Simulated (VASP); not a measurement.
Calculation: r2SCAN meta-GGA, VASP's PBE PAW potentials (set 64) (plane waves; VASP).

The input files of a VASP run:

INCAR:
```
SYSTEM  =  BAsO4
PREC  =  Accurate; ENCUT  =  520; LREAL  =  .False.
LASPH  =  .True.
EDIFF  =  1E-6; NELM  =  100; ALGO  =  Normal
LMAXMIX  =  4; LMIXTAU  =  .True.
ISMEAR  =  0; SIGMA  =  0.05
METAGGA  =  R2SCAN
IBRION  =  2; NSW  =  60; ISIF  =  3
EDIFFG  =  -0.02
LWAVE  =  .False.; LCHARG  =  .False.
```

File KPOINTS:
```
K-points
0
G
 6 6 6
```

File POSCAR:
```
BAsO4
1
   -2.2568036108     2.2568035997     3.4183037701
    2.2568036108    -2.2568035997     3.4183037701
    2.2568035997     2.2568036108    -3.4183037701
B As O
1 1 4
Direct
  0.2500000000   0.7500000000   0.5000000000
  0.0000000000   0.0000000000   0.0000000000
  0.1445895080   0.0270302625   0.4380773328
  0.9729697375   0.4110470703   0.1175592454
  0.5889529297   0.7065121752   0.5619226672
  0.2934878248   0.8554104920   0.8824407546
```

POTCAR, in this order: B As O (PBE.64 set). Program: vasp_std.

Problem. Estimate the energy per atom (σ→0), volume per atom, band gap (on the k-mesh).

Solution. 
```
Quantity                          Result
------------------------  --------------
energy per atom (σ→0)     -9.478 eV/atom
band gap (on the k-mesh)         5.36 eV
volume per atom           11.46 Å^3/atom
```

OSZICAR:
```
...
DAV:   1    -0.568689563693E+02   -0.42671E-04   -0.36384E-02  1440   0.165E+00    0.540E-02
DAV:   2    -0.568689418276E+02    0.14542E-04   -0.88164E-04  1696   0.242E-01    0.264E-02
DAV:   3    -0.568689252202E+02    0.16607E-04   -0.68573E-05  1528   0.966E-02    0.132E-02
DAV:   4    -0.568688995794E+02    0.25641E-04   -0.61084E-05  1440   0.905E-02    0.448E-03
DAV:   5    -0.568689410267E+02   -0.41447E-04   -0.37928E-05  1440   0.762E-02    0.206E-03
DAV:   6    -0.568689522103E+02   -0.11184E-04   -0.44891E-06  1280   0.247E-02    0.116E-03
DAV:   7    -0.568689523049E+02   -0.94643E-07   -0.57901E-07   880   0.891E-03
   5 F= -.56868952E+02 E0= -.56868952E+02  d E =-.384739E-04
```

The structure comes from a computed database's BAsO4 entry (I-4); how it stands against other phases isn't given here. This run relaxes it. Symmetry was kept, so distortions that lower it aren't found. The start is the result of an earlier pass.
